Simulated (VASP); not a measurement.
An input for Ansatz (written as the equivalent of a VASP run, and not itself run):

Ansatz 0.2 input:
```yaml
crystal:
  lattice:
    - [2.8990000, 0.0000000, 0.0000000]
    - [0.0000000, 2.8990000, 0.0000000]
    - [0.0000000, 0.0000000, 2.8990000]
  atoms:
    - { symbol: Pd, position: [0.0000000, 0.0000000, 0.0000000] }
    - { symbol: B, position: [0.5000000, 0.5000000, 0.5000000] }
kpoints:
  mp_grid: { grid: [11, 11, 11] }
hamiltonian:
  xc: pbesol
  pseudopotentials: { kind: paw }
scf:
  occupations: { method: methfessel_paxton, width: 0.1 }
  max_iter: 100
relax:
  max_steps: 60
  f_tol: 0.01
  cell: {}
output: { forces: true, stress: true, eigenvalues: true }
```

Problem. Translate this input to VASP (INCAR, KPOINTS, POSCAR, choice of POTCAR).

Solution. This is not unique; one that fits is 
KPOINTS:
```
Automatic mesh
0
Gamma
11 11 11
0 0 0
```

POSCAR:
```
PdB
1
    2.8990000000     0.0000000000     0.0000000000
    0.0000000000     2.8990000000     0.0000000000
    0.0000000000     0.0000000000     2.8990000000
Pd B
1 1
Direct
  0.0000000000   0.0000000000   0.0000000000
  0.5000000000   0.5000000000   0.5000000000
```

INCAR:
```
LMAXMIX=4   ! l cut-off of mixed one-centre charges
NELM=100   ! most electronic steps
NSW=60   ! most ionic steps
LASPH=T
PREC=Accurate
LCHARG=F
ISMEAR=1   ! Methfessel-Paxton
ISIF=3   ! ions, shape and volume
ALGO=Normal
GGA=PS   ! PBEsol
EDIFFG=-0.01   ! ionic stop
SIGMA=0.1   ! width (eV)
LREAL=F   ! projection in real space or not
EDIFF=1E-6   ! SCF stop (eV)
ENCUT=520
IBRION=2   ! conjugate gradients
SYSTEM=PdB
LWAVE=F
```

POTCAR, in this order: Pd B (PBE.64 set). Program: vasp_std.

The two are equivalent in intent, not identical: each code has its own PAW files, so the cut-off isn't converted (ENCUT is set for VASP's; basis.ecutwfc is left out, and Ansatz then takes the one that its files recommend); Ansatz stops its SCF on the density residual and VASP on the energy change (EDIFF).

The structure was generated: PdB was put into the CsCl type type (Pm-3m), which need not be its known phase. This run relaxes it. Symmetry was kept, so distortions that lower it aren't found.
